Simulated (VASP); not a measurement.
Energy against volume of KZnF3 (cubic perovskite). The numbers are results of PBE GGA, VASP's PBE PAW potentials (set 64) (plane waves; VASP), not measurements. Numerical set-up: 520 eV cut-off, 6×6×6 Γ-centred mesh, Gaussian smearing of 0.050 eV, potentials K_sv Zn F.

```tsv
V (Å³/atom)	E (eV/atom)
13.654	-4.06215
14.077	-4.06639
14.499	-4.06495
14.921	-4.05870
```

Task: Fit these four points and predict the energy of the run at 13.232 Å³/atom.

Result: A cubic in V^(−2/3), the third-order Birch-Murnaghan form, passes through the four points with V0 = 14.17 Å³/atom and B0 = 69 GPa, and gives -4.0512 eV/atom there. The run gave -4.0511 eV/atom, +0.1 meV/atom from the fit; all five points give B0 = 70 GPa.

The compound is KZnF3 in the cubic perovskite structure. It was relaxed first, which changed the volume by +7 %.
